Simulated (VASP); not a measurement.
## NaReO3 (space group Pm-3m): computed properties

Level of theory: PBEsol GGA, VASP's PBE PAW potentials (set 64) (plane waves; VASP).

For NaReO3, the space group is Pm-3m (221), the cell is a = b = c = 3.8584 Å, α = β = γ = 90.00° and the volume per atom is 11.49 Å^3/atom. The band gap (over mesh and band path) is none (metal, semimetal or under 0.01 eV) and the density is 7.44 g/cm³.

```cif
data_NaO3Re
_chemical_formula_sum 'Na1 Re1 O3'
_space_group_name_H-M_alt 'Pm-3m'
_space_group_IT_number 221
_space_group_name_Hall '-P 4 2 3'
_cell_length_a 3.85838
_cell_length_b 3.85838
_cell_length_c 3.85838
_cell_angle_alpha 90.000
_cell_angle_beta 90.000
_cell_angle_gamma 90.000
loop_
_atom_site_label
_atom_site_type_symbol
_atom_site_symmetry_multiplicity
_atom_site_Wyckoff_symbol
_atom_site_fract_x
_atom_site_fract_y
_atom_site_fract_z
_atom_site_occupancy
Na1 Na 1 a 0.00000 0.00000 0.00000 1
Re1 Re 1 b 0.50000 0.50000 0.50000 1
O1 O 3 c 0.00000 0.50000 0.50000 1
```

Unless said otherwise, spin-orbit coupling is left out, though it shifts the bands of the heavy elements here.

The structure comes from a computed database's NaReO3 entry (Pm-3m); how it stands against other phases isn't given here. It was relaxed first. Symmetry was kept, so distortions that lower it aren't found.
